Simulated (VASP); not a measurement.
Wanted: the native input for a VASP 6.6.1 run.

```yaml
Task: single point
Functional: LDA
Potentials_or_basis: VASP PAW LDA potentials, release 64 (Sr_sv, Mg)
Cutoff: 520 eV
k_mesh: 14 × 14 × 14
Occupations: gaussian, width 0.15 eV
Spin: no spin polarisation
Dipole_correction: no
Further_INCAR_settings: ALGO = Normal; EDIFF = 1e-06; NBANDS = 13
```

The structure of SrMg lies in POSCAR:

```
SrMg
1.0
    0.0000000000      3.4995140000      3.4995140000
    3.4995140000      0.0000000000      3.4995140000
    3.4995140000      3.4995140000      0.0000000000
Sr Mg
1 1
Direct
    0.5000000000      0.5000000000      0.5000000000
    0.0000000000      0.0000000000      0.0000000000
```

The cell comes from a database or a generator and needn't be the stable form of this composition.

The input as run:

INCAR

```
SYSTEM = SrMg
  ALGO = Normal
  EDIFF = 1E-6
  ENCUT = 520
  GGA = CA
  ISIF = 2
  ISMEAR = 0
  LASPH = .TRUE.
  LCHARG = .FALSE.
  LREAL = .FALSE.
  LWAVE = .FALSE.
  NBANDS = 13
  NELM = 60
  PREC = Accurate
  SIGMA = 0.15
```

KPOINTS

```
k-points
0
G
  14 14 14
  0 0 0
```

Potentials or basis: VASP PAW LDA potentials, release 64 (Sr_sv, Mg).

Launch:

```sh
$ cat potpaw_LDA.64/Sr_sv/POTCAR potpaw_LDA.64/Mg/POTCAR > POTCAR
$ mpirun -np 1 vasp_std > vasp.out
```

It gave:

| Item | Value |
| --- | --- |
| Pressure | -1.3 GPa |
| Band gap on the k mesh | none (metal or under the smearing width) |

It took 43 s on 1 thread of Intel(R) Xeon(R) 6975P-C (Granite Rapids), with other jobs on the host, peak memory 0.28 GiB.
